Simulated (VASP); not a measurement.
Data:

```
CsSnI3
1.0
   10.49169     0.00000     0.00000
    0.00000     4.73494     0.00000
    0.00000     0.00000    17.78495
Cs Sn I
4 4 12
Direct
  0.58415   0.25000   0.16990
  0.41585   0.75000   0.83010
  0.91585   0.75000   0.66990
  0.08415   0.25000   0.33010
  0.84136   0.25000   0.93810
  0.15864   0.75000   0.06190
  0.65864   0.75000   0.43810
  0.34136   0.25000   0.56190
  0.52685   0.75000   0.61560
  0.47315   0.25000   0.38440
  0.97315   0.25000   0.11560
  0.02685   0.75000   0.88440
  0.79401   0.75000   0.29136
  0.20599   0.25000   0.70864
  0.70599   0.25000   0.79136
  0.29401   0.75000   0.20864
  0.66611   0.75000   0.99863
  0.33389   0.25000   0.00137
  0.83389   0.25000   0.49863
  0.16611   0.75000   0.50137
```

Calculation: PBE GGA, VASP's PBE PAW potentials (set 64) (plane waves; VASP 6.6.1). Run with LREAL = Auto, 300 eV cut-off, 2×3×1 Γ-centred mesh, Gaussian smearing of 0.010 eV, potentials Cs_sv Sn_d I.

At this cut-off the stress carries a Pulay error, which pulls relaxed volumes low.

Task: Give the force on each atom (eV/Å).

Result: 
| atom | Fx | Fy | Fz |
|---|---|---|---|
| Cs1 | 0.001 | 0.000 | -0.002 |
| Cs2 | -0.001 | 0.000 | 0.002 |
| Cs3 | -0.001 | 0.000 | -0.002 |
| Cs4 | 0.001 | 0.000 | 0.002 |
| Sn5 | 0.101 | 0.000 | 0.132 |
| Sn6 | -0.101 | 0.000 | -0.132 |
| Sn7 | -0.101 | 0.000 | 0.132 |
| Sn8 | 0.101 | 0.000 | -0.132 |
| I9 | 0.101 | 0.000 | 0.036 |
| I10 | -0.101 | 0.000 | -0.036 |
| I11 | -0.101 | 0.000 | 0.036 |
| I12 | 0.101 | 0.000 | -0.036 |
| I13 | 0.087 | 0.000 | -0.153 |
| I14 | -0.087 | 0.000 | 0.153 |
| I15 | -0.087 | 0.000 | -0.153 |
| I16 | 0.087 | 0.000 | 0.153 |
| I17 | -0.105 | 0.000 | 0.075 |
| I18 | 0.105 | 0.000 | -0.075 |
| I19 | 0.105 | 0.000 | 0.075 |
| I20 | -0.105 | 0.000 | -0.075 |

Task: Give the stress tensor in GPa (positive for a compressed cell).

Result: 
```
1.01  0.00  0.00
0.00  0.98  0.00
0.00  0.00  1.01
```
The pressure is its mean diagonal, 1.00 GPa.

The structure comes from a computed database's CsSnI3 entry; how it stands against other phases isn't given here. The cell was not relaxed at this level. The k-mesh is coarse (spacing up to 0.44 per Å, 2π included), so the numbers may not be converged in it.
